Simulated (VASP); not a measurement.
## GaN: GW quasiparticle gap

How does the gap of GaN change from the starting functional to GW? The cell is of the wurtzite type, one of the forms listed for this formula, which need not be the common one. The start is a cell from a database of measured crystal structures.

Calculated with VASP 6.6.1; PBE; plane waves and PAW (Ga_d_GW, N_GW), in the first sound run; inputs show where later runs differ.

Experimental background.

“Momentum selectivity and anisotropy effects in the nitrogen K-edge resonant inelastic X-ray scattering from GaN” (2004, arxiv:cond-mat/0412304) quotes from earlier work for GaN, wurtzite (quoted literature value, sample not specified): band gap (experimental optical band gap (direct, Gamma)) 3.4 eV [Rounded literature optical gap quoted in passing for comparison with the calculation …].

Most raw output is cut from this account.

The database entry behind the starting cell differs from later determinations by our own check (about 0.3 % short, ideal inner coordinate), so it need not match the best structure at ambient conditions.

### 1. The starting structure

It takes space group P6_3mc (No. 186, hexagonal). The conventional cell has a = 3.180 Å, b = 3.180 Å, c = 5.166 Å, α = 90.00°, β = 90.00°, γ = 120.00°. Nearest to Ga lie 4 N at 1.94 to 1.95 Å. N has 4 Ga at 1.94 to 1.95 Å nearest. Farther neighbours and most contacts between anions are not listed.

Structure file:

```xyz
4
Lattice="3.1800 0.0000 0.0000 -1.5900 2.7540 0.0000 0.0000 0.0000 5.1660" Properties=species:S:1:pos:R:3 pbc="T T T"
Ga    0.0000    1.8360    0.0000
Ga    1.5900    0.9180    2.5830
N     0.0000    1.8360    1.9373
N     1.5900    0.9180    4.5203
```

### 2. Ground state, k-mesh 3×3×2

The orbitals come from a self-consistent PBE run with a tight EDIFF and a narrow smearing. KPOINTS_OPT adds the bands along a path, which shows whether the mesh holds the band edges.

INCAR reads:

```
SYSTEM = GaN
PREC = Accurate
ENCUT = 450
EDIFF = 1E-08
NELM = 100
ISMEAR = 0
SIGMA = 0.01
LREAL = .FALSE.
ALGO = Normal
GGA = PE
NBANDS = 24
LORBIT = 11
LWAVE = .TRUE.
LCHARG = .FALSE.
KPAR = 2
```

POSCAR reads:

```
GaN
1.0
    3.1800000000      0.0000000000      0.0000000000
   -1.5900000000      2.7539607840      0.0000000000
    0.0000000000      0.0000000000      5.1660000000
Ga N
2 2
Direct
    0.3333333333      0.6666666667      0.0000000000
    0.6666666667      0.3333333333      0.5000000000
    0.3333333333      0.6666666667      0.3750000000
    0.6666666667      0.3333333333      0.8750000000
```

KPOINTS reads:

```
Automatic mesh
0
Gamma
3 3 2
0 0 0
```

KPOINTS_OPT reads:

```
Line mode
12
Line-mode
Reciprocal
  0.00000000   0.00000000   0.00000000 GAMMA
  0.50000000   0.00000000   0.00000000 M

  0.50000000   0.00000000   0.00000000 M
  0.33333333   0.33333333   0.00000000 K

  0.33333333   0.33333333   0.00000000 K
  0.00000000   0.00000000   0.00000000 GAMMA

  0.00000000   0.00000000   0.00000000 GAMMA
  0.00000000   0.00000000   0.50000000 A

  0.00000000   0.00000000   0.50000000 A
  0.50000000   0.00000000   0.50000000 L

  0.50000000   0.00000000   0.50000000 L
  0.33333333   0.33333333   0.50000000 H

  0.33333333   0.33333333   0.50000000 H
  0.00000000   0.00000000   0.50000000 A

  0.50000000   0.00000000   0.50000000 L
  0.50000000   0.00000000   0.00000000 M

  0.33333333   0.33333333   0.00000000 K
  0.33333333   0.33333333   0.50000000 H
```

The projector-augmented-wave data sets are Ga_d_GW and N_GW (PBE family, release 64).

Launch:

```sh
$ mpirun -np 8 vasp_std
```

The job ended after 6.8 s (8 MPI ranks of Intel Xeon 6975P-C (Granite Rapids), shared host; peak memory 0.97 GiB).

Numbers from this step:

- free energy (TOTEN): -23.96 eV
- Fermi energy: 5.444 eV
- pressure: 5.901 GPa
- least gap on mesh and path: 1.937 eV
- least direct gap on mesh and path: 1.937 eV

The highest empty bands on the path are converged less tightly, to about 0.1 eV. The electronic bands at the labelled points (eV, zero at the valence-band top; v1 is the highest filled band, c1 the lowest empty one):

```
          point     v4     v3     v2     v1    c1    c2    c3    c4
              Γ  -1.07  -0.07   0.00   0.00  1.94  4.24  9.24  9.83
0.45 of the way  -2.58  -1.91  -0.64  -0.42  4.10  5.89  7.54  8.60
              M  -4.31  -2.80  -2.29  -0.99  5.00  5.56  6.03  8.66
0.45 of the way  -4.28  -3.56  -2.42  -1.78  5.60  6.37  6.50  8.53
              K  -5.38  -3.07  -3.07  -2.74  5.06  7.85  7.85  8.42
0.45 of the way  -4.04  -2.72  -1.22  -1.12  5.29  6.80  7.24  7.58
              Γ  -1.07  -0.07   0.00   0.00  1.94  4.24  9.24  9.83
0.45 of the way  -0.95  -0.95  -0.14  -0.14  2.99  4.33  8.90  9.70
              A  -0.55  -0.55  -0.55  -0.55  4.25  4.25  8.49  8.49
0.45 of the way  -2.05  -2.05  -1.22  -1.22  5.28  5.28  7.61  7.61
              L  -1.97  -1.97  -1.95  -1.95  4.36  4.36  7.78  7.78
0.45 of the way  -3.11  -3.11  -1.65  -1.65  5.21  5.21  8.10  8.10
              H  -4.26  -4.26  -1.52  -1.52  6.43  6.43  7.29  7.29
0.45 of the way  -2.34  -2.34  -1.90  -1.90  5.68  5.68  7.75  7.75
              A  -0.55  -0.55  -0.55  -0.55  4.25  4.25  8.49  8.49
      jump to L  -1.97  -1.97  -1.95  -1.95  4.36  4.36  7.78  7.78
0.45 of the way  -3.23  -2.53  -1.70  -1.36  4.20  5.03  7.69  7.78
              M  -4.31  -2.80  -2.29  -0.99  5.00  5.56  6.03  8.66
      jump to K  -5.38  -3.07  -3.07  -2.74  5.06  7.85  7.85  8.42
0.45 of the way  -5.13  -3.18  -2.36  -2.36  5.71  7.32  7.32  8.24
              H  -4.26  -4.26  -1.52  -1.52  6.43  6.43  7.29  7.29
```

Of the projections kept (Ga, N), the largest for each band there, as a share of the weight inside these atoms' spheres; weight between the spheres isn't counted:

```
point      v4      v3      v2      v1       c1       c2       c3       c4
    Γ  N 0.71  N 0.78  N 0.78  N 0.78   N 0.59  Ga 0.71   N 0.82  Ga 1.00
    M  N 0.53  N 0.65  N 0.63  N 0.72  Ga 0.88  Ga 0.59  Ga 0.52   N 0.65
    K  N 0.54  N 0.60  N 0.60  N 0.62  Ga 0.89   N 0.56   N 0.56   N 0.72
    Γ  N 0.71  N 0.78  N 0.78  N 0.78   N 0.59  Ga 0.71   N 0.82  Ga 1.00
    A  N 0.74  N 0.74  N 0.74  N 0.74   N 0.54   N 0.54  Ga 0.62  Ga 0.62
    L  N 0.67  N 0.67  N 0.67  N 0.67  Ga 0.73  Ga 0.73  Ga 0.76  Ga 0.76
```

The cell has a gap of 1.94 eV on mesh and path and a pressure of +5.9 GPa, which holds the misfit of the given cell and coordinates with this functional, and any error of cutoff, mesh and data sets. Spin-orbit coupling is left out, which can shift or reorder these edges. Forces of up to 0.12 eV/Å remain in these settings.

### 3. Empty bands, k-mesh 3×3×2

ALGO = Exact makes the empty bands from the converged ground state in one step. LOPTICS writes the k-derivatives of the orbitals (WAVEDER), which give the long-wavelength limit of the screening.

INCAR reads:

```
SYSTEM = GaN
PREC = Accurate
ENCUT = 450
ISMEAR = 0
SIGMA = 0.01
LREAL = .FALSE.
GGA = PE
NBANDS = 104
ALGO = Exact
NELM = 1
LWAVE = .TRUE.
LCHARG = .FALSE.
LOPTICS = .TRUE.
NEDOS = 1000
CSHIFT = 0.1
```

POSCAR is that of step 2.

KPOINTS is that of step 2.

Launch:

```sh
$ mpirun -np 8 vasp_std
```

It took 3.4 s on 8 MPI ranks; peak memory 1 GiB; 18 s of CPU time.

The gap is read on the k-mesh alone, so it is an upper bound where the band edges lie off the mesh, and a coarse mesh can show a gap where there is none.

A gap read on the k-mesh alone can miss the band edges.

This step gave:

| Quantity | Value |
| --- | --- |
| gap on the k-mesh | 1.937 eV |
| least direct gap on the k-mesh | 1.937 eV |

WAVECAR now holds 104 bands for 36 electrons. Its independent-particle dielectric tensor has xx, yy, zz = 11.6, 11.6, 9.6 on this mesh. It isn't tested for convergence in mesh or bands and lacks local fields, and at a small direct gap a coarse mesh makes it too large, which overscreens the GW step.

### 4. G0W0, k-mesh 3×3×2

This step: G0W0 on PBE; plane waves and PAW (Ga_d_GW, N_GW) (VASP 6.6.1).

G0W0 keeps orbitals and screening fixed and shifts each of the lowest NBANDSGW levels once.

INCAR reads:

```
SYSTEM = GaN
PREC = Accurate
ENCUT = 450
ISMEAR = 0
SIGMA = 0.01
LREAL = .FALSE.
GGA = PE
NBANDS = 104
ALGO = EVGW0
NELMGW = 1
ENCUTGW = 100
NOMEGA = 48
PRECFOCK = Fast
NBANDSGW = 32
LWAVE = .FALSE.
LCHARG = .FALSE.
```

POSCAR is that of step 3.

KPOINTS is that of step 3.

Launch:

```sh
$ mpirun -np 8 vasp_std
```

Wall time 8.4 s (8 MPI ranks); peak memory 1 GiB; 53 s of CPU time.

Numbers from this step:

| Item | Value |
| --- | --- |
| quasiparticle gap on the mesh | 2.950 eV |
| smallest direct quasiparticle gap on the mesh | 2.950 eV |
| gap of the starting orbitals on the mesh | 1.937 eV |

GW takes the gap from 1.937 to 2.950 eV. Spin-orbit coupling is left out. The value holds for 104 bands, ENCUTGW = 100 eV and this mesh, and isn't shown to be converged in them.

### 5. Ground state, k-mesh 3×3×4

This step: PBE; plane waves and PAW (Ga_d_GW, N_GW) (VASP 6.6.1).

Many-body steps start from the orbitals of a self-consistent run, here PBE. EDIFF is tight for accurate orbitals, and a narrow smearing avoids fractional occupations.

INCAR reads:

```
SYSTEM = GaN
PREC = Accurate
ENCUT = 450
EDIFF = 1E-08
NELM = 100
ISMEAR = 0
SIGMA = 0.01
LREAL = .FALSE.
ALGO = Normal
GGA = PE
NBANDS = 24
LORBIT = 11
LWAVE = .TRUE.
LCHARG = .FALSE.
KPAR = 4
```

POSCAR is that of step 4.

KPOINTS reads:

```
Automatic mesh
0
Gamma
3 3 4
0 0 0
```

Launch:

```sh
$ mpirun -np 8 vasp_std
```

Wall time 2.8 s (8 MPI ranks); peak memory 1.1 GiB; 15 s of CPU time.

The cell has a gap of 1.94 eV on this mesh and a pressure of +6.1 GPa, which holds the misfit of the given cell and coordinates with this functional, and any error of cutoff, mesh and data sets. Spin-orbit coupling is left out, which can shift or reorder these edges. Forces of up to 0.12 eV/Å remain in these settings.

### 6. Empty bands, k-mesh 3×3×4

The empty bands are made again, for the run that follows.

INCAR reads:

```
SYSTEM = GaN
PREC = Accurate
ENCUT = 450
ISMEAR = 0
SIGMA = 0.01
LREAL = .FALSE.
GGA = PE
NBANDS = 104
ALGO = Exact
NELM = 1
LWAVE = .TRUE.
LCHARG = .FALSE.
LOPTICS = .TRUE.
NEDOS = 1000
CSHIFT = 0.1
```

POSCAR is that of step 5.

KPOINTS is that of step 5.

Launch:

```sh
$ mpirun -np 8 vasp_std
```

Wall time 4.2 s (8 MPI ranks); peak memory 1.2 GiB.

### 7. G0W0, k-mesh 3×3×4

This step: G0W0 on PBE; plane waves and PAW (Ga_d_GW, N_GW) (VASP 6.6.1).

The mesh goes to 3×3×4.

INCAR reads:

```
SYSTEM = GaN
PREC = Accurate
ENCUT = 450
ISMEAR = 0
SIGMA = 0.01
LREAL = .FALSE.
GGA = PE
NBANDS = 104
ALGO = EVGW0
NELMGW = 1
ENCUTGW = 100
NOMEGA = 48
PRECFOCK = Fast
NBANDSGW = 32
LWAVE = .FALSE.
LCHARG = .FALSE.
```

POSCAR is that of step 6.

KPOINTS is that of step 6.

Launch:

```sh
$ mpirun -np 8 vasp_std
```

Elapsed: 22 s, on 8 MPI ranks; peak memory 1.1 GiB.

The gap is now 2.992 eV, +42 meV against the GW run before. The band edges change places after GW: the least gap now runs from band 16 at Γ to band 19 at Γ, while the states that bound the starting gap (band 17 at Γ, band 19 at Γ) lie 3.050 eV apart. Spin-orbit coupling is left out.

### 8. Ground state, k-mesh 6×6×4

This step: PBE; plane waves and PAW (Ga_d_GW, N_GW) (VASP 6.6.1).

Many-body steps start from the orbitals of a self-consistent run, here PBE. A small SIGMA keeps every occupation at zero or full.

INCAR reads:

```
SYSTEM = GaN
PREC = Accurate
ENCUT = 450
EDIFF = 1E-08
NELM = 100
ISMEAR = 0
SIGMA = 0.01
LREAL = .FALSE.
ALGO = Normal
GGA = PE
NBANDS = 24
LORBIT = 11
LWAVE = .TRUE.
LCHARG = .FALSE.
KPAR = 8
```

POSCAR is that of step 7.

KPOINTS reads:

```
Automatic mesh
0
Gamma
6 6 4
0 0 0
```

Launch:

```sh
$ mpirun -np 8 vasp_std
```

Elapsed: 3.6 s, on 8 MPI ranks; peak memory 1.3 GiB; 20 s of CPU time.

The cell has a gap of 1.97 eV on this mesh and a pressure of +5.7 GPa, which holds the misfit of the given cell and coordinates with this functional, and any error of cutoff, mesh and data sets. Spin-orbit coupling is left out, which can shift or reorder these edges. Forces of up to 0.14 eV/Å remain in these settings.

### 9. Empty bands, k-mesh 6×6×4

INCAR reads:

```
SYSTEM = GaN
PREC = Accurate
ENCUT = 450
ISMEAR = 0
SIGMA = 0.01
LREAL = .FALSE.
GGA = PE
NBANDS = 104
ALGO = Exact
NELM = 1
LWAVE = .TRUE.
LCHARG = .FALSE.
LOPTICS = .TRUE.
NEDOS = 1000
CSHIFT = 0.1
```

POSCAR is that of step 8.

KPOINTS is that of step 8.

Launch:

```sh
$ mpirun -np 8 vasp_std
```

Wall time 9.4 s (8 MPI ranks); peak memory 1.4 GiB; 59 s of CPU time.

### 10. G0W0, k-mesh 6×6×4

This step: G0W0 on PBE; plane waves and PAW (Ga_d_GW, N_GW) (VASP 6.6.1).

The mesh goes to 6×6×4.

INCAR reads:

```
SYSTEM = GaN
PREC = Accurate
ENCUT = 450
ISMEAR = 0
SIGMA = 0.01
LREAL = .FALSE.
GGA = PE
NBANDS = 104
ALGO = EVGW0
NELMGW = 1
ENCUTGW = 100
NOMEGA = 48
PRECFOCK = Fast
NBANDSGW = 32
LWAVE = .FALSE.
LCHARG = .FALSE.
```

POSCAR is that of step 9.

KPOINTS is that of step 9.

Launch:

```sh
$ mpirun -np 8 vasp_std
```

Elapsed: 3.3 min, on 8 MPI ranks; peak memory 1.7 GiB; 22 min of CPU time.

The gap is now 3.129 eV, +137 meV against the GW run before. Spin-orbit coupling is left out.

### 11. Summary

This step: GW series: G0W0 on PBE; plane waves and PAW (VASP 6.6.1).

This step runs nothing: it gathers the runs above.

Cost is wall time times ranks on a shared host, with the step that makes the empty bands. GW runs:

```
level  bands  ENCUTGW (eV)  NOMEGA  k mesh  starting gap (eV)  quasiparticle gap (eV)  direct gap (eV)  cost (core minutes)
 G0W0    104           100      48   3x3x2              1.937                    2.95             2.95                 1.57
 G0W0    104           100      48   3x3x4              1.935                   2.992            2.992                 3.49
 G0W0    104           100      48   6x6x4               1.97                   3.129            3.129                27.65
```

### 12. What came out

* G0W0 on PBE, 104 bands, ENCUTGW 100 eV, NOMEGA 48, mesh 6×6×4: 1.970 → 3.129 eV
* G0W0 on PBE, 104 bands, ENCUTGW 100 eV, NOMEGA 48, mesh 3×3×2: 1.937 → 2.950 eV

G0W0 gives a quasiparticle gap of 3.129 eV on the mesh, 1.16 eV over the PBE gap on the same mesh. On mesh and path the starting valence top lies at Γ and the conduction bottom at Γ, so the starting gap is direct. Both points lie on the GW mesh. The steps of the series move the gap by +42, +137 meV; the last costs 7.9 times the one before. The last step lies outside a tolerance of 30 meV, picked for this account, and the last two together move the gap by +179 meV. Every mesh holds the starting band edges. Bands and response cutoff weren't varied. In the run G0W0 on PBE with 104 bands, ENCUTGW 100 eV and the 3×3×4 mesh, the band edges change places after GW: the least gap now runs from band 16 at Γ to band 19 at Γ, while the states that bound the starting gap (band 17 at Γ, band 19 at Γ) lie 3.050 eV apart. Its difference to runs where they don't change places compares unlike states. In Ga_d_GW the d shell is in the valence without all the semicore s and p states of the same shell; those stay frozen in the core, and how far that moves the GW gap wasn't tested here. Spin-orbit coupling is left out; with Ga in the cell it can split or shift band edges, by an amount that depends on which atoms form them and isn't tested here. The given cell is kept, although it stands at +5.9 GPa at PBE and ENCUT = 450 eV, which holds the mismatch of the given cell with this functional, any error of the entry itself and any basis-set error. Not tabulated here, as repeats of values shown or as unfit to read for their mesh, reference level or band range: eps2 curves (empty bands); eps1 curves and static values (empty bands); gaps (empty bands).

Computed beside measured:

| quantity | measured | PBE | G0W0 on PBE |
| --- | --- | --- | --- |
| band gap (direct gap) (eV) | 3.4 | 1.94 (-1.46 eV) | 3.13 (-0.27 eV) |

Measured values from arxiv:cond-mat/0412304 (2004).

Verdict: The band gap is off by -0.27 eV at G0W0 on PBE: fair agreement. An optical gap can lie under the band gap by the exciton's binding. Zero-point and thermal motion shift the measured gap. No cell relaxation is part of this session.

[Lines on the potential files, build, host, timing and source positions are cut from VASP's logs without a mark.]

[Logs are printed without paths, hosts, clocks, repeated set-up lines and the standing remarks that a program may print on its own settings, such as how far it seeks lower states.]

[Hosts, paths, dates, database ids (printed as entryN), source tags and the programs' standing remarks are cut or masked in the printed files.]

[Pressures printed for these runs are not shown converged in the cutoff: they can be off by several GPa and have the wrong sign.]

[In band tables of VASP the shares of atoms and orbitals are scaled to a sum of 1 inside the atoms' spheres.]
